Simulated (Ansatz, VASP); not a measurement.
**BaMo2 in VASP and in Ansatz**

INCAR

```
PREC     = Accurate       # precision mode
ENCUT    = 600            # plane-wave cutoff, eV
EDIFF    = 1E-7           # SCF threshold, eV
ISMEAR   = 0              # smearing method
SIGMA    = 0.1            # smearing width, eV
LREAL    = False          # projectors in reciprocal space
LASPH    = True           # aspherical terms in the spheres
NELM     = 100            # most SCF steps
ALGO     = Normal         # electronic algorithm
ISIF     = 3              # what is computed and relaxed
LWAVE    = False          # write WAVECAR
LCHARG   = False          # write CHGCAR
GGA      = PE             # functional
IBRION   = 2              # ionic algorithm
NSW      = 100            # ionic steps
EDIFFG   = -0.01          # ionic threshold
```

The input KPOINTS:

```
Automatic mesh
0
Gamma
  12 12 12
```

The input POSCAR:

```
BaMo2
1.0
    0.0000000000      3.2957436920      3.2957436920
    3.2957436920      0.0000000000      3.2957436920
    3.2957436920      3.2957436920      0.0000000000
Ba Mo
1 2
Direct
    0.7500000000      0.7500000000      0.7500000000
    0.5000000000      0.5000000000      0.5000000000
    0.2500000000      0.2500000000      0.2500000000
```

Input for Ansatz:

```yaml
crystal:
  lattice:
    - [0.0, 3.295743692, 3.295743692]
    - [3.295743692, 0.0, 3.295743692]
    - [3.295743692, 3.295743692, 0.0]
  atoms:
    - { symbol: Ba, position: [0.75, 0.75, 0.75] }
    - { symbol: Mo, position: [0.5, 0.5, 0.5] }
    - { symbol: Mo, position: [0.25, 0.25, 0.25] }
basis:
  ecutwfc: 420
kpoints:
  mp_grid: { grid: [12, 12, 12] }
hamiltonian:
  xc: pbe
scf:
  occupations: { method: gaussian, width: 0.1 }
output:
  forces: true
  stress: true
  eigenvalues: true
  write_density: true
  write_potential: true
  elf: true
  volumetric_format: npy
relax:
  adjacent_minimum: "off"
  f_tol: 0.01
  max_steps: 80
  cell: { stress_tol: 0.05 }
```

Alike in both runs: task relaxation of cell and atoms; functional PBE; k mesh 12 × 12 × 12; occupations gaussian, width 0.1 eV; no spin polarisation.

```csv
,VASP,Ansatz
version,VASP 6.6.1,Ansatz 0.2.0
potentials or method,"VASP PAW PBE potentials, release 64 (Ba_sv, Mo_sv)","scalar-relativistic, plane waves, PAW"
plane-wave cutoff (eV),600,420
valence electrons in the cell,38,38
```

```tsv
	VASP	Ansatz	Ansatz less VASP
gap on the k mesh at the Fermi level, each at its own relaxed structure (eV)	none	none	-
relaxed volume (Å³/atom)	24.53	23.82	-0.704
relaxed cell length with the largest relative difference (Å)	4.703	4.658	-0.0455
energy change over the relaxation (meV/atom)	-5	0	+4.5
```

A gap of «none» marks a metal or a gap that the smearing closes.

Spin-orbit coupling is left out, which matters for the levels of Ba.
